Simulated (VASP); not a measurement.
Data:

```
CELL_PARAMETERS angstrom
      3.98260     0.00000     0.00000
      0.00000     3.98260     0.00000
      0.00000     0.00000     3.98260
ATOMIC_POSITIONS crystal
  K  0.00000 0.00000 0.00000
  Zn 0.50000 0.50000 0.50000
  F  0.50000 0.00000 0.50000
  F  0.00000 0.50000 0.50000
  F  0.50000 0.50000 0.00000
```

All values below come from PBE GGA, VASP's PBE PAW potentials (set 64) (plane waves; VASP). Settings: 620 eV cut-off, 6×6×6 Γ-centred mesh, Gaussian smearing of 0.050 eV, potentials K_sv Zn F.

Energy and stress use the plane-wave basis of the starting cell.

The ions, cell shape and volume at an external pressure of 20.0 GPa are relaxed. Which structure does the run end with?

```
CELL_PARAMETERS angstrom
      3.88589     0.00000     0.00000
      0.00000     3.88589     0.00000
      0.00000     0.00000     3.88589
ATOMIC_POSITIONS crystal
  K  0.00000 0.00000 0.00000
  Zn 0.50000 0.50000 0.50000
  F  0.50000 0.00000 0.50000
  F  0.00000 0.50000 0.50000
  F  0.50000 0.50000 0.00000
```
Space group Pm-3m (221), at a tolerance of 0.03 Å.

How do energy and volume change from the first to the last step?

The energy (σ→0) changes by +82.0 meV/atom and the volume by -7.1 %, in 3 ionic steps.

The compound is KZnF3 in the cubic perovskite structure. This run relaxes it under an external pressure of 20 GPa. Symmetry was kept, so distortions that lower it aren't found.
